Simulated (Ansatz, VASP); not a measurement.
**Cross-check of AgF between VASP and Ansatz**

One calculation is typed for both programs; each brings its own data sets. How far apart do they land? The cell is generated by rule, not measured, and may not be a known phase. Of the first pair: The cell is taken from a series of runs on this material, whose earlier steps may have relaxed, scaled, displaced or heated it; both programs get it as it stands.

Calculated with Ansatz 0.2.0; plane waves, with VASP 6.6.1 beside it; relaxation of cell and atoms at PBEsol.

### Step 1. The structure

The structure is hexagonal, space group P6_3/mmc (No. 194). Conventional cell: a = 4.100 Å, b = 4.100 Å, c = 4.826 Å, α = 90.00°, β = 90.00°, γ = 120.00°. Ag has 5 F at 2.37 to 2.41 Å nearest. Nearest to F lie 5 Ag at 2.37 to 2.41 Å. Farther neighbours and most contacts between anions are not listed.

### Step 2. Ansatz: relaxation of cell and atoms, PBEsol, pair 1

Ansatz runs on its default PAW (the set named soft_2) files.

The relaxed volume is the usual yardstick between codes: in a stiff, nearly cubic crystal its relative difference is about their pressure difference at one cell divided by the bulk modulus.

Contents of input.yaml:

```yaml
crystal:
  lattice:
    - [4.1000624744, -2.995e-06, 0.0]
    - [-2.0500286434, 3.5507597574, 0.0]
    - [0.0, 0.0, 4.8257371009]
  atoms:
    - { symbol: Ag, position: [0.3333333333, 0.6666666667, 0.25] }
    - { symbol: Ag, position: [0.6666666667, 0.3333333333, 0.75] }
    - { symbol: F, position: [0.6666666667, 0.3333333333, 0.25] }
    - { symbol: F, position: [0.3333333333, 0.6666666667, 0.75] }
kpoints:
  mp_grid: { grid: [12, 12, 8] }
hamiltonian:
  xc: pbesol
scf:
  occupations: { method: gaussian, width: 0.1 }
output:
  forces: true
  stress: true
  eigenvalues: true
  write_density: true
  write_potential: true
  elf: true
  volumetric_format: npy
relax:
  adjacent_minimum: "off"
  f_tol: 0.005
  max_steps: 80
  cell: { stress_tol: 0.05 }
```

The run is started by

```bash
$ ansatz run input.yaml --threads 4 --pin off --max-ram 7168MiB --backend cpu --events-out ev --progress --plain --runs-dir out
```

Numbers of over 12 decimals in the logs are rounded to 6 here.

What it wrote:

```text
Engine: ansatz 0.2.0, aarch64-unknown-linux-gnu
Pseudopotentials: kind: paw
Pseudopotential: Ag, paw, valence charge 19, recommended cutoff 420 eV (normal), Ag.paw.azcp
Pseudopotential: F, paw, valence charge 7, recommended cutoff 420 eV (normal), F.paw.azcp
Functional definition: PBEsol
  exchange = pbesol_x
  correlation = pbesol_c
Crystal: 4 atoms, lattice volume = 70.255 Å³
Basis set: ecut = 420 eV, 1349 PW (Γ), exchange–correlation on 60×60×72 points (8 copies of the dense FFT grid, shifted against one another)
Bands: 32, of which v1, the nominal top of the filled ones, is band 26 counted from 1 (25 counted from 0)
Symmetry: 24 space group operations
Space group: P63/mmc (ITA 194), of the structure as read, at distance tolerance 4.1e-5 Å
k-points: 95 of 1152
Non-local potential: Ag, projectors of the file, l = 0: 3, l = 1: 2, l = 2: 2, l = 3: 1
Non-local potential: F, projectors of the file, l = 0: 2, l = 1: 2, l = 2: 1
PAW form: soft (Blöchl's): semilocal exchange-correlation on the pseudo side does not see the compensation charge
PAW frozen core: Ag, regenerated for the run's functional, and the local potential with it (the file was generated under x = pbe(κ = 0.804, μ = 0.219515), c = pbe(β = 0.066725))
PAW frozen core: F, regenerated for the run's functional, and the local potential with it (the file was generated under x = pbe(κ = 0.804, μ = 0.219515), c = pbe(β = 0.066725))
PAW one-centre angular grid: Ag, 590 points (default); XC on 64 Gauss nodes
PAW one-centre angular grid: F, 110 points (default); XC on 64 Gauss nodes
Initial density: superposition of atomic densities (neutral atoms: chi_scale 0, normalization atom), corrected by the library's trained network
Initial wavefunctions: pseudopotential atomic-orbital guess
Functional: x = pbesol(κ = 0.804, μ = 0.123457), c = pbesol(β = 0.046)
SCF iter   1: F=—  HF=-16642.873272 eV  |F-HF|=—  |Δ(HF+E_count)|=         —  Δρ=1.43e-2  dr2=9.78e-2  ethr=1.77e-3  ⟨swp⟩=5.4  Hψ=10584  notcnv=0  defer=20
preconditioner: auto → LDOS  [insulator: Δε(μ)=0.155 eV  Ē_g=11.754 eV  σ=0.100 eV  W_gap=0.56  n_scr=20 (ndim 8)  ℏωp=26.6 eV  f_vac=0.199  D(μ)=0.77/eV (n_scr^D=2)  ε∞_Penn≈6.1  β→1.0]
SCF iter   2: F=—  HF=-16642.890425 eV  |F-HF|=—  |Δ(HF+E_count)|=   1.72e-2  Δρ=1.76e-2  dr2=1.39e-1  ethr=1.88e-4  ⟨swp⟩=2.0  Hψ=5931  notcnv=0  defer=154
preconditioner: auto → none  [metal: Δε(μ)=0.095 eV  Ē_g=11.970 eV  σ=0.100 eV  W_gap=0.43  n_scr=20 (ndim 8)  ℏωp=26.6 eV  f_vac=0.198  D(μ)=0.32/eV (n_scr^D=0)  β→0.5]
SCF iter   3: F=—  HF=-16642.852775 eV  |F-HF|=—  |Δ(HF+E_count)|=   3.77e-2  Δρ=5.15e-3  dr2=1.08e-2  ethr=1.88e-4  ⟨swp⟩=2.0  Hψ=4803  notcnv=0  defer=154
SCF iter   4: F=—  HF=-16642.849799 eV  |F-HF|=—  |Δ(HF+E_count)|=   2.98e-3  Δρ=6.48e-4  dr2=9.27e-5  ethr=2.08e-5  ⟨swp⟩=2.0  Hψ=4488  notcnv=0  defer=154
SCF iter   5: F=—  HF=-16642.849924 eV  |F-HF|=—  |Δ(HF+E_count)|=   1.26e-4  Δρ=4.10e-5  dr2=7.30e-7  ethr=1.78e-7  ⟨swp⟩=2.3  Hψ=4343  notcnv=0  defer=154
SCF iter   6: F=-16642.849925 eV  HF=-16642.849925 eV  |F-HF|=4.99e-8  |Δ(HF+E_count)|=   4.17e-7  Δρ=9.21e-6  dr2=2.22e-8  ethr=1.92e-10  ⟨swp⟩=11.9  Hψ=20339  notcnv=0
SCF 1 converged in 6 iterations: F = -16642.849925 eV  dr2 = 2.22e-8
  greatest PAW one-centre occupation: 1.000 electrons in one spin orbital (limit 2), on the Ag atom at site 1 (counted from 0), in its partial waves of l = 0
relax step   1: F+E_penalty+E_count = -16642.84992487 eV  Δ(F+E_penalty+E_count) = +0.000e0 eV  max|allowed force component| = 3.701e-17 eV/Å  Δτ_max = 0.0000 Å  P = -0.012 GPa  Ω = 70.255 Å³  (6 SCF iters, dr2 threshold 1.00e-7 eV, accepted)
Initial density: handed on by an earlier stage of this run
Initial wavefunctions: pseudopotential atomic-orbital guess (no wavefunctions were taken with the density)
iter 1 solved again at ethr=1.45e-8 eV; its pass at ethr=3.10e-3 eV (dr2=7.56e-6 eV) is discarded
SCF iter   1: F=—  HF=-16642.849855 eV  |F-HF|=—  |Δ(HF+E_count)|=         —  Δρ=1.05e-5  dr2=3.20e-8  ethr=1.45e-8  ⟨swp⟩=3.0  Hψ=18839  notcnv=0
preconditioner: auto → Resta (q_TF=auto, 2.595 Å⁻¹)  ε∞=6.0  [insulator: Δε(μ)=0.110 eV  Ē_g=11.839 eV  σ=0.100 eV  W_gap=0.56  n_scr=20 (ndim 8)  ℏωp=26.6 eV  f_vac=0.199  D(μ)=0.60/eV (n_scr^D=0)  ε∞_Penn≈6.0]
SCF iter   2: F=—  HF=-16642.849925 eV  |F-HF|=—  |Δ(HF+E_count)|=   7.01e-5  Δρ=5.73e-6  dr2=1.16e-8  ethr=6.16e-11  ⟨swp⟩=2.0  Hψ=5327  notcnv=0
SCF iter   3: F=—  HF=-16642.849925 eV  |F-HF|=—  |Δ(HF+E_count)|=   1.44e-8  Δρ=3.10e-6  dr2=3.93e-9  ethr=2.23e-11  ⟨swp⟩=2.2  Hψ=4318  notcnv=0
SCF iter   4: F=—  HF=-16642.849925 eV  |F-HF|=—  |Δ(HF+E_count)|=   1.12e-8  Δρ=1.34e-6  dr2=9.93e-10  ethr=7.56e-12  ⟨swp⟩=2.0  Hψ=4570  notcnv=0
SCF iter   5: F=—  HF=-16642.849925 eV  |F-HF|=—  |Δ(HF+E_count)|=  7.64e-10  Δρ=6.15e-7  dr2=2.56e-10  ethr=1.91e-12  ⟨swp⟩=2.0  Hψ=4556  notcnv=0
SCF iter   6: F=—  HF=-16642.849925 eV  |F-HF|=—  |Δ(HF+E_count)|=  5.35e-10  Δρ=2.07e-7  dr2=5.23e-11  ethr=1.00e-12  ⟨swp⟩=2.0  Hψ=4324  notcnv=0
SCF iter   7: F=-16642.849925 eV  HF=-16642.849925 eV  |F-HF|=3.64e-12  |Δ(HF+E_count)|=  9.82e-11  Δρ=1.05e-7  dr2=5.24e-12  ethr=1.00e-12  ⟨swp⟩=5.1  Hψ=12381  notcnv=0
SCF 2 converged in 7 iterations: F = -16642.849925 eV  dr2 = 5.24e-12
relax step   2: F+E_penalty+E_count = -16642.84992488 eV  Δ(F+E_penalty+E_count) = -7.360e-9 eV  max|allowed force component| = 2.891e-17 eV/Å  Δτ_max = 0.0000 Å  P = -0.012 GPa  Ω = 70.255 Å³  stress off target by 3.20e-2 GPa  SCF on the basis re-selected at this cell (its energy is not comparable with the rows above)  (7 SCF iters)
basis re-selected at this cell: Δ(F+E_penalty+E_count) = -7.360e-9 eV, ΔP = +0.000 GPa vs the last step (what re-selecting the basis moved, of the pressure what is left beyond the Pulay correction that the steps carried, after the strain that the cell walked since its last selection, with what the two solves' SCF thresholds leave and, on support functions, any second-order correction that the steps lacked; it is no m [...]
SCF converged after 7 iterations
Free energy (F): -16642.849925 eV
Harris-Foulkes:  -16642.849925 eV  (|F-HF|=3.64e-12)
Internal energy: -16642.846927 eV  (E = F + TS)
E sigma→0 (E₀):  -16642.848426 eV
Entropy (-TS):   -0.002997 eV (-0.749 meV/atom)
Fermi energy:    7.070701 eV
--- Per-component energies (eV) ---
  E_band       = -788.701100
  E_kinetic    = 1466.928728
  E_local      = -7212.807882  (includes V_loc(G=0)·N_el)
  E_nonlocal   = 322.852386
  E_hartree    = 3131.723064
  E_xc         = -518.413150
  E_vxc        = -663.175546  (∫ρ·V_xc dr)
  E_paw        = -8064.153364  (= ΣΔE_a)
  E_vpaw       = -965.949323  (= ΣTr[D̂ρ^β])
  E_aug_tail   = 0.004613  (compensation charges beyond the density's cutoff)
  E_ewald      = -5769.711685
  E_core_change = 0.730363  (= ΣΔE_core)
  E_smearing   = -0.002997  (= −TS)
  E_closure    = -0.000000  (closes the sum)
  Σ components = -16642.849925   (vs F -16642.849925, Δ=0.00e0)
--- Forces (eV/Å), atoms counted from 1 ---
  atom   1  Ag     0.00000000    -0.00000000     0.00000000
  atom   2  Ag    -0.00000000     0.00000000     0.00000000
  atom   3  F      0.00000000    -0.00000000     0.00000000
  atom   4  F     -0.00000000     0.00000000     0.00000000
  max |Σ_I F_I| component: 9.25e-18 eV/Å
--- Stress (GPa, compression-positive) ---
       -0.001972      -0.000000       0.000000
       -0.000000      -0.001972       0.000000
        0.000000       0.000000      -0.031972
  P = ⅓ Tr σ = -0.0120 GPa (-0.120 kbar)
--- Band table (eV; the first three rows and the last of 95) ---
  k-point 0: bands = [... 22 lower, 6.5666, 6.5666, 6.5751, 6.5751, 6.6959, 12.6676, 14.3291, 17.9516, ... 2 higher]
  k-point 1: bands = [... 22 lower, 6.5685, 6.5685, 6.5759, 6.5759, 6.9412, 12.1856, 14.9352, 17.9039, ... 2 higher]
  k-point 2: bands = [... 22 lower, 6.5734, 6.5734, 6.5782, 6.5782, 7.6495, 11.3606, 16.1305, 17.7868, ... 2 higher]
  k-point 94: bands = [... 22 lower, 5.8297, 5.8297, 7.0167, 7.0167, 13.0304, 13.0304, 13.7087, 13.7087, ... 2 higher]
--- Relaxed structure (1 steps of the walk, 1 accepted, 1 SCFs on fresh bases) ---
  F+E_penalty+E_count = -16642.84992488 eV   max|allowed force component| = 2.891e-17 eV/Å   (the final SCF, on the basis selected at the relaxed cell)
  cell:  # Å, volume = 70.2547 Å³
    - [4.100062, -2.9950311281187646e-6, 0.0]
    - [-2.050029, 3.550760, 0.0]
    - [0.0, 0.0, 4.8257371009]
  atoms:
    - { symbol: Ag, position: [0.333333, 0.666667, 0.25] }
    - { symbol: Ag, position: [0.666667, 0.333333, 0.75] }
    - { symbol: F, position: [0.666667, 0.333333, 0.25] }
    - { symbol: F, position: [0.333333, 0.666667, 0.75] }
```

### Step 3. VASP: relaxation of cell and atoms, PBEsol, pair 1

The same cell, functional, mesh and smearing now go to VASP, with its own data sets.

Lines of VASP's logs that name or quote its potential files are left out, and so is its time.

Contents of INCAR:

```
SYSTEM = AgF
PREC = Accurate
ENCUT = 600
EDIFF = 1E-07
NELM = 120
ISMEAR = 0
SIGMA = 0.1
LREAL = .FALSE.
ALGO = Normal
GGA = PS
NBANDS = 24
LASPH = .TRUE.
LORBIT = 11
LWAVE = .FALSE.
LCHARG = .FALSE.
ISIF = 3
IBRION = 2
NSW = 80
EDIFFG = -0.005
GGA_COMPAT = .FALSE.
NELMIN = 4
KPAR = 2
```

Contents of POSCAR:

```
AgF
1.0
    4.1000620000     -0.0000030000      0.0000000000
   -2.0500290000      3.5507600000      0.0000000000
    0.0000000000      0.0000000000      4.8257370000
Ag F
2 2
Direct
    0.3333334490      0.6666665728      0.2499999482
    0.6666667949      0.3333334272      0.7500000518
    0.6666667949      0.3333334272      0.2499999482
    0.3333334490      0.6666665728      0.7500000518
```

Contents of KPOINTS:

```
Automatic mesh
0
Gamma
12 12 8
0 0 0
```

The projector-augmented-wave data sets are Ag and F (PBE family, release 64).

The run is started by

```bash
$ mpirun -np 2 vasp_std
```

What it wrote:

```text
[banner, memory and clock lines left out]
running    2 mpi-ranks, on    1 nodes
 distrk:  each k-point on    1 cores,    2 groups
 distr:  one band on    1 cores,    1 groups

 POSCAR found type information on POSCAR AgF
 POSCAR found :  2 types and       4 ions
|                                                                             |
|               ----> ADVICE to this user running VASP <----                  |
|                                                                             |
|     You enforced a specific xc type in the INCAR file but a different       |
|     [... a line on the potential file left out ...]
|     I HOPE YOU KNOW WHAT YOU ARE DOING!                                     |
|                                                                             |

 LDA part: xc-table for (Slater+PW92), standard interpolation
 POSCAR, INCAR and KPOINTS ok, starting setup
 FFT: planning ... GRIDC
 FFT: planning ... GRID_SOFT
 FFT: planning ... GRID
 WAVECAR not read
 entering main loop
       N       E                     dE             d eps       ncg     rms          rms(c)
DAV:   1     0.274314198737E+03    0.27431E+03   -0.20957E+04  4568   0.161E+03
DAV:   2    -0.120286548127E+01   -0.27552E+03   -0.26360E+03  5336   0.353E+02
DAV:   3    -0.149963108335E+02   -0.13793E+02   -0.13716E+02  4984   0.837E+01
DAV:   4    -0.150823192406E+02   -0.86008E-01   -0.85995E-01  5144   0.703E+00
DAV:   5    -0.150828798106E+02   -0.56057E-03   -0.56056E-03  5088   0.557E-01    0.815E+00
DAV:   6    -0.137284107063E+02    0.13545E+01   -0.49970E+00  5416   0.221E+01    0.568E+00
DAV:   7    -0.136736830380E+02    0.54728E-01   -0.48005E-01  4576   0.754E+00    0.370E+00
DAV:   8    -0.136575944055E+02    0.16089E-01   -0.20922E-01  4800   0.392E+00    0.114E+00
DAV:   9    -0.136474188979E+02    0.10176E-01   -0.28676E-02  5192   0.172E+00    0.180E-01
DAV:  10    -0.136480189078E+02   -0.60001E-03   -0.28622E-03  4672   0.426E-01    0.929E-02
DAV:  11    -0.136483361824E+02   -0.31727E-03   -0.33054E-04  4744   0.106E-01    0.442E-02
DAV:  12    -0.136483279210E+02    0.82613E-05   -0.33424E-05  5136   0.595E-02    0.946E-03
DAV:  13    -0.136483336925E+02   -0.57714E-05   -0.14446E-05  4720   0.226E-02    0.220E-03
DAV:  14    -0.136483337615E+02   -0.69073E-07   -0.17134E-07  4120   0.329E-03
   1 F= -.13648334E+02 E0= -.13646758E+02  d E =-.136483E+02
 curvature:   0.00 expect dE= 0.000E+00 dE for cont linesearch  0.000E+00
 trial: gam= 0.00000 g(F)=  0.557E-39 g(S)=  0.701E-03 ort = 0.000E+00 (trialstep = 0.100E+01)
 search vector abs. value=  0.701E-03
 bond charge predicted
       N       E                     dE             d eps       ncg     rms          rms(c)
DAV:   1    -0.136610113426E+02   -0.12678E-01   -0.20174E-01  4560   0.384E+00    0.814E-01
DAV:   2    -0.136492028683E+02    0.11808E-01   -0.43829E-02  4608   0.158E+00    0.182E-01
DAV:   3    -0.136487972542E+02    0.40561E-03   -0.10144E-03  4712   0.431E-01    0.137E-01
DAV:   4    -0.136487549272E+02    0.42327E-04   -0.18332E-04  4784   0.100E-01    0.891E-02
DAV:   5    -0.136487494952E+02    0.54321E-05   -0.80083E-05  4720   0.780E-02    0.291E-02
DAV:   6    -0.136487379861E+02    0.11509E-04   -0.32237E-05  6176   0.678E-02    0.309E-03
DAV:   7    -0.136487385567E+02   -0.57063E-06   -0.30590E-06  4720   0.158E-02    0.198E-03
DAV:   8    -0.136487386793E+02   -0.12258E-06   -0.44766E-08  3072   0.247E-03    0.123E-03
DAV:   9    -0.136487386904E+02   -0.11062E-07   -0.35133E-08  2424   0.245E-03
   2 F= -.13648739E+02 E0= -.13647095E+02  d E =-.404929E-03
 trial-energy change:   -0.000405  1 .order   -0.000400   -0.000701   -0.000098
 step:   1.1536(harm=  1.1628)  dis= 0.00000  next Energy=   -13.648746 (dE=-0.412E-03)
 bond charge predicted
       N       E                     dE             d eps       ncg     rms          rms(c)
DAV:   1    -0.136490340130E+02   -0.29533E-03   -0.47561E-03  4560   0.591E-01    0.125E-01
DAV:   2    -0.136487549752E+02    0.27904E-03   -0.10243E-03  4616   0.242E-01    0.282E-02
DAV:   3    -0.136487454629E+02    0.95123E-05   -0.24229E-05  4736   0.670E-02    0.214E-02
DAV:   4    -0.136487450022E+02    0.46062E-06   -0.43844E-06  4808   0.155E-02    0.139E-02
DAV:   5    -0.136487457316E+02   -0.72935E-06   -0.19348E-06  4672   0.121E-02    0.452E-03
DAV:   6    -0.136487453406E+02    0.39097E-06   -0.76860E-07  4472   0.106E-02    0.459E-04
DAV:   7    -0.136487453951E+02   -0.54496E-07   -0.90060E-08  2448   0.252E-03
   3 F= -.13648745E+02 E0= -.13647091E+02  d E =-.411634E-03
 curvature:  -0.58 expect dE=-0.409E-06 dE for cont linesearch -0.253E-08
 trial: gam=-0.00149 g(F)=  0.105E-39 g(S)=  0.705E-06 ort = 0.175E-05 (trialstep = 0.103E+01)
 search vector abs. value=  0.701E-06
 reached required accuracy - stopping structural energy minimisation
```

Parts of OUTCAR (step 3):

```text
ion  position               nearest neighbor table
   1  0.333  0.667  0.250-   3 2.37   3 2.37   3 2.37   4 2.41   4 2.41   2 3.38   2 3.38   2 3.38
                             2 3.38   2 3.38   2 3.38
   2  0.667  0.333  0.750-   4 2.37   4 2.37   4 2.37   3 2.41   3 2.41   1 3.38   1 3.38   1 3.38
                             1 3.38   1 3.38   1 3.38
   3  0.667  0.333  0.250-   1 2.37   1 2.37   1 2.37   2 2.41   2 2.41
   4  0.333  0.667  0.750-   2 2.37   2 2.37   2 2.37   1 2.41   1 2.41

  LATTYP: Found a hexagonal cell.
 ALAT       =     4.1000620000
 C/A-ratio  =     1.1769912260

 Subroutine GETGRP returns: Found 24 space group operations
 (whereof 12 operations were pure point group operations)

The static configuration has the point symmetry D_3d.
 The point group associated with its full space group is D_6h.

 Found     95 irreducible k-points:

   k-points           NKPTS =     95   k-points in BZ     NKDIM =     95   number of bands    NBANDS=     24

   dimension x,y,z NGX =    36 NGY =   36 NGZ =   40
   dimension x,y,z NGXF=    72 NGYF=   72 NGZF=   80

   ENCUT  =  600.0 eV  44.10 Ry    6.64 a.u.   8.19  8.19  9.64*2*pi/ulx,y,z

   NELECT =      36.0000    total number of electrons

 k-points in reciprocal lattice and weights: Automatic mesh
   0.00000000  0.00000000  0.00000000       0.001
   0.08333333  0.00000000  0.00000000       0.005
   0.16666667  0.00000000  0.00000000       0.005
   0.25000000  0.00000000  0.00000000       0.005
   0.33333333  0.00000000  0.00000000       0.005
   0.41666667  0.00000000  0.00000000       0.005
   0.50000000  0.00000000  0.00000000       0.003
   0.08333333  0.08333333  0.00000000       0.005
   0.16666667  0.08333333  0.00000000       0.010
[...]
0.33333333  0.25000000  0.50000000       0.010
   0.33333333  0.33333333  0.50000000       0.002

 average (electrostatic) potential at core
       1 -74.1462       2 -74.1462       3 -76.6555       4 -76.6555

 E-fermi :   2.0673

 k-point     1 :       0.0000    0.0000    0.0000
  band No.  band energies     occupation
    ...
     15       1.5610      2.00000
     16       1.5610      2.00000
     17       1.5704      2.00000
     18       1.5704      2.00000
     19       1.6637      2.00000
     20       7.6711      0.00000
     21       9.3266      0.00000
     22      12.9527      0.00000
     23      12.9527      0.00000
     24      13.1296      0.00000

 k-point     2 :       0.0833    0.0000    0.0000
  band No.  band energies     occupation
    ...
     15       1.3911      2.00000
     16       1.4971      2.00000
     17       1.5204      2.00000
     18       1.5565      2.00000
     19       1.9201      1.96260
     20       7.7399      0.00000
     21       9.4007      0.00000
     22      12.0160      0.00000
     23      12.4872      0.00000
     24      13.2058      0.00000

 k-point     3 :       0.1667    0.0000    0.0000
  band No.  band energies     occupation
    ...
     14       0.7939      2.00000
     15       1.1796      2.00000
     16       1.3587      2.00000
     17       1.3819      2.00000
     18       1.4784      2.00000
     19       2.3902      0.00000
     20       7.9200      0.00000
     21       9.6241      0.00000
     22      10.8012      0.00000
     23      12.0696      0.00000
    ...

  Total        0.0033208      0.0033208     -0.0060334     -0.0000000      0.0000000      0.0000000
  in kB        0.0761712      0.0761712     -0.1383901     -0.0000000      0.0000000      0.0000000
  external PRESSURE =       0.0046507 kB  Pullay stress =       0.0000000 kB

  energy-cutoff  :      600.00
  volume of cell :       69.85
      direct lattice vectors                 reciprocal lattice vectors
     4.092880781 -0.000002994  0.000000000     0.244326790  0.141061915 -0.000000000
    -2.046438393  3.544540875 -0.000000000     0.000000206  0.282124105 -0.000000000
     0.000000000  0.000000000  4.814817978    -0.000000000 -0.000000000  0.207692171

 POSITION                                       TOTAL-FORCE (eV/Angst)
 -----------------------------------------------------------------------------------
      0.00000      2.36303      1.20370         0.000000     -0.000000     -0.000000
      2.04644      1.18151      3.61111        -0.000000      0.000000      0.000000
      2.04644      1.18151      1.20370        -0.000000      0.000000      0.000000
      0.00000      2.36303      3.61111         0.000000     -0.000000     -0.000000
 -----------------------------------------------------------------------------------
    total drift:                               -0.001344     -0.000149      0.000342

  FREE ENERGIE OF THE ION-ELECTRON SYSTEM (eV)
  ---------------------------------------------------
  free  energy   TOTEN  =       -13.6487453951 eV

  energy  without entropy=      -13.6454375098  energy(sigma->0) =      -13.64709145

 reached required accuracy - stopping structural energy minimisation

 total charge
# of ion       s       p       d       tot
------------------------------------------
    1        0.163   0.129   9.398   9.691
    2        0.163   0.129   9.398   9.691
    3        1.735   4.271   0.000   6.006
    4        1.735   4.271   0.000   6.006
--------------------------------------------------
tot          3.796   8.800  18.797  31.393

[... 3 further parts left out ...]
```

The run keeps the 24 symmetry operations of its start, so it cannot find a distortion of lower symmetry.

(Continued in part 2 of 2.)

[Lines on the potential files, build, host, timing and source positions are cut from VASP's logs without a mark.]

[Logs are printed without paths, hosts, clocks, repeated set-up lines and the standing remarks that a program may print on its own settings, such as how far it seeks lower states.]

[Hosts, paths, dates, database ids (printed as entryN), source tags and the programs' standing remarks are cut or masked in the printed files.]
